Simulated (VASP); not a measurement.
An input for Quantum ESPRESSO's pw.x (written as the equivalent of a VASP run, and not itself run):

```
&CONTROL
  calculation = 'scf'
  pseudo_dir = './pseudo'
  outdir = './out'
  tprnfor = .true.
  tstress = .true.
/
&SYSTEM
  ibrav = 0
  nat = 4
  ntyp = 2
  ecutwfc = 82.3
  occupations = 'smearing'
  smearing = 'fermi-dirac'
  degauss = 0.003675
  input_dft = 'pbesol'
/
&ELECTRONS
  conv_thr = 7.3e-08
  electron_maxstep = 100
/
ATOMIC_SPECIES
  Te 127.600 Te.upf
  Pd 106.420 Pd.upf
CELL_PARAMETERS angstrom
     4.1820100    0.0000000    0.0000000
    -2.0910050    3.6217270    0.0000000
     0.0000000    0.0000000    5.7380000
ATOMIC_POSITIONS crystal
  Te   0.3278590  0.6716780  0.2416760
  Te   0.6748550  0.3297090  0.7513430
  Pd  -0.0001440 -0.0024620  0.0064480
  Pd  -0.0025700  0.0010740  0.5005320
K_POINTS automatic
  5 5 3 0 0 0
```

Translate this input to VASP (INCAR, KPOINTS, POSCAR, choice of POTCAR).

This is not unique; one that fits is 
**POSCAR**
```
TePd
1
    4.1820100000     0.0000000000     0.0000000000
   -2.0910050000     3.6217270000     0.0000000000
    0.0000000000     0.0000000000     5.7380000000
Te Pd
2 2
Direct
  0.3278590000   0.6716780000   0.2416760000
  0.6748550000   0.3297090000   0.7513430000
 -0.0001440000  -0.0024620000   0.0064480000
 -0.0025700000   0.0010740000   0.5005320000
```

### KPOINTS
```
Regular mesh
0
G
  5 5 3
```

INCAR:
```
SYSTEM = TePd
PREC = Accurate; ENCUT = 300; LREAL = .False.
LASPH = .True.
EDIFF = 1E-6; NELM = 100; ALGO = Normal
LMAXMIX = 4
ISMEAR = -1; SIGMA = 0.05
GGA = PS
ISIF = 2
LWAVE = .False.; LCHARG = .False.
```

POTCAR, in this order: Te Pd (PBE.64 set). Program: vasp_std.

Limits of the translation: the potentials are each code's own (VASP's PAW set, PseudoDojo norm-conserving files in pw.x), so ENCUT and ecutwfc are chosen apart and not converted; conv_thr bounds pw.x's estimated SCF error, while EDIFF bounds the energy change between steps.

The structure comes from a computed database's TePd entry; how it stands against other phases isn't given here. The cell was not relaxed at this level, atoms are displaced from their ideal sites. The k-mesh is coarse (spacing up to 0.37 per Å, 2π included), so the numbers may not be converged in it.
